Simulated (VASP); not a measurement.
Output of a VASP run:

**OSZICAR**
```
       N       E                     dE             d eps       ncg     rms          rms(c)
DAV:   1     0.730164517496E+02    0.73016E+02   -0.59961E+03   440   0.930E+02
DAV:   2     0.606828034677E+00   -0.72410E+02   -0.68124E+02   448   0.219E+02
DAV:   3    -0.528752877408E+01   -0.58944E+01   -0.58587E+01   541   0.668E+01
DAV:   4    -0.544785370833E+01   -0.16032E+00   -0.16020E+00   541   0.117E+01
DAV:   5    -0.545227557444E+01   -0.44219E-02   -0.44216E-02   517   0.190E+00    0.165E+00
DAV:   6    -0.541301596954E+01    0.39260E-01   -0.27354E-02   497   0.119E+00    0.972E-01
DAV:   7    -0.539813222949E+01    0.14884E-01   -0.11013E-02   512   0.596E-01    0.688E-01
DAV:   8    -0.539156691562E+01    0.65653E-02   -0.47091E-03   517   0.414E-01    0.492E-01
DAV:   9    -0.538839691609E+01    0.31700E-02   -0.27362E-03   509   0.331E-01    0.366E-01
DAV:  10    -0.538679783451E+01    0.15991E-02   -0.16624E-03   497   0.270E-01    0.280E-01
DAV:  11    -0.538595008427E+01    0.84775E-03   -0.10470E-03   497   0.221E-01    0.218E-01
DAV:  12    -0.538547405309E+01    0.47603E-03   -0.66362E-04   500   0.180E-01    0.171E-01
DAV:  13    -0.538518884880E+01    0.28520E-03   -0.42164E-04   494   0.147E-01    0.135E-01
DAV:  14    -0.538500694076E+01    0.18191E-03   -0.26728E-04   485   0.119E-01    0.107E-01
DAV:  15    -0.538488475569E+01    0.12219E-03   -0.16897E-04   491   0.968E-02    0.853E-02
DAV:  16    -0.538479965741E+01    0.85098E-04   -0.10648E-04   485   0.782E-02    0.679E-02
DAV:  17    -0.538473910453E+01    0.60553E-04   -0.66892E-05   488   0.631E-02    0.541E-02
DAV:  18    -0.538469558216E+01    0.43522E-04   -0.41897E-05   488   0.508E-02    0.432E-02
DAV:  19    -0.538466422504E+01    0.31357E-04   -0.26169E-05   482   0.408E-02    0.345E-02
DAV:  20    -0.538464168230E+01    0.22543E-04   -0.16305E-05   488   0.328E-02    0.276E-02
DAV:  21    -0.538462555289E+01    0.16129E-04   -0.10137E-05   488   0.263E-02    0.221E-02
DAV:  22    -0.538461408092E+01    0.11472E-04   -0.62905E-06   482   0.211E-02    0.178E-02
DAV:  23    -0.538460597345E+01    0.81075E-05   -0.38976E-06   485   0.169E-02    0.143E-02
DAV:  24    -0.538460028009E+01    0.56934E-05   -0.24122E-06   491   0.136E-02    0.115E-02
DAV:  25    -0.538459630618E+01    0.39739E-05   -0.14917E-06   455   0.109E-02    0.927E-03
DAV:  26    -0.538459354166E+01    0.27645E-05   -0.85819E-07   396   0.875E-03    0.747E-03
DAV:  27    -0.538459163248E+01    0.19092E-05   -0.68376E-07   262   0.671E-03    0.604E-03
DAV:  28    -0.538459032262E+01    0.13099E-05   -0.43129E-07   250   0.530E-03    0.489E-03
DAV:  29    -0.538458942809E+01    0.89454E-06   -0.25416E-07   229   0.411E-03
   1 F= -.53845894E+01 E0= -.53845894E+01  d E =-.372537E-15
```

**OUTCAR**
```
------------------------ aborting loop because EDIFF is reached ----------------------------------------
  FORCE on cell =-STRESS in cart. coord.  units (eV):
  Direction    XX          YY          ZZ          XY          YZ          ZX
  --------------------------------------------------------------------------------------
  Total        0.1507552      0.1507552      0.1507552      0.0000000     -0.0000000     -0.0000000
  in kB        3.5672223      3.5672223      3.5672223      0.0000000     -0.0000000     -0.0000000
  external PRESSURE =       3.5672223 kB  Pullay stress =       0.0000000 kB
  volume of cell :       67.71
      direct lattice vectors                 reciprocal lattice vectors
     0.000000000  3.235000000  3.235000000    -0.154559505  0.154559505  0.154559505
     3.235000000  0.000000000  3.235000000     0.154559505 -0.154559505  0.154559505
     3.235000000  3.235000000  0.000000000     0.154559505  0.154559505 -0.154559505
  FREE ENERGIE OF THE ION-ELECTRON SYSTEM (eV)
  ---------------------------------------------------
  free  energy   TOTEN  =        -5.3845894281 eV

  energy  without entropy=       -5.3845894281  energy(sigma->0) =       -5.38458943
```
(Selected blocks of OUTCAR.)

POSCAR:
```
NaI
1
    0.0000000000     3.2350000000     3.2350000000
    3.2350000000     0.0000000000     3.2350000000
    3.2350000000     3.2350000000     0.0000000000
Na I
1 1
Direct
  0.0000000000   0.0000000000   0.0000000000
  0.5000000000   0.5000000000   0.5000000000
```

Q: Reconstruct the remaining input files.

A: Several could match; the one computed here: the input of the run itself, PBE GGA, plane waves, VASP's PBE PAW potentials (set 64).

**INCAR**
```
# general
SYSTEM  = NaI
PREC    = Accurate
ENCUT   = 400
LREAL   = .FALSE.
LASPH   = .TRUE.

# electronic loop
EDIFF   = 1E-6
NELM    = 100
ALGO    = Normal
IMIX    = 1
AMIX    = 0.6
BMIX    = 3.0
LMAXMIX = 4

# smearing
ISMEAR  = 0
SIGMA   = 0.05

# functional
GGA     = PE

# ions
ISIF    = 2

# output
LWAVE   = .FALSE.
LCHARG  = .FALSE.
```

KPOINTS:
```
Automatic mesh
0
Gamma
7 7 7
0 0 0
```

POTCAR, in this order: Na_pv I (PBE.64 set). Program: vasp_std.

The compound is NaI in the rock salt structure. The cell was not relaxed at this level. The run is one of a series of settings (AMIX = 0.6, BMIX = 3.0, IMIX = 1 against the base run), some of them coarse on purpose.
